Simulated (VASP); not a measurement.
Here is the system:

```xyz
8
Lattice="4.2578 -0.4224 0.0000 -0.4224 4.2578 0.0000 0.0000 0.0000 7.4266" Properties=species:S:1:pos:R:3 pbc="T T T"
Sn     0.0000     0.0000     6.6795
Sn     0.9588     0.9588     2.6038
Sn     1.9177     1.9177     6.6795
Sn     2.8765     2.8765     2.6038
C      2.1289    -0.2112     4.3294
C      3.0877     0.7477     4.9538
C     -0.2112     2.1289     4.3294
C      0.7477     3.0877     4.9538
```

The numbers are results of PBEsol GGA, VASP's PBE PAW potentials (set 64) (plane waves; VASP), not measurements. Run with 520 eV cut-off, 7×7×4 Γ-centred mesh, first-order Methfessel-Paxton smearing of 0.10 eV, potentials Sn_d C.

Without a dispersion term in the relaxation, distances and binding between the weakly bound layers, chains or molecules are unreliable, and so is what depends on them. Unless said otherwise, spin-orbit coupling is left out, though it shifts the bands of the heavy elements here.

Q: Predict the energy per atom (σ→0), band gap (on the k-mesh) with the smallest direct gap where there is one.

A: 
| Item | Value |
|---|---|
| band gap (on the k-mesh) | none (metal, semimetal or under 0.01 eV) |
| energy per atom (σ→0) | -6.204 eV/atom |

Total energies compare only between runs with the same potentials, cut-off and functional.

The structure was generated: Sn4C4 was put into an ordered model structure (Pmma), which need not be its known phase. It was relaxed first. The start is the result of an earlier pass.
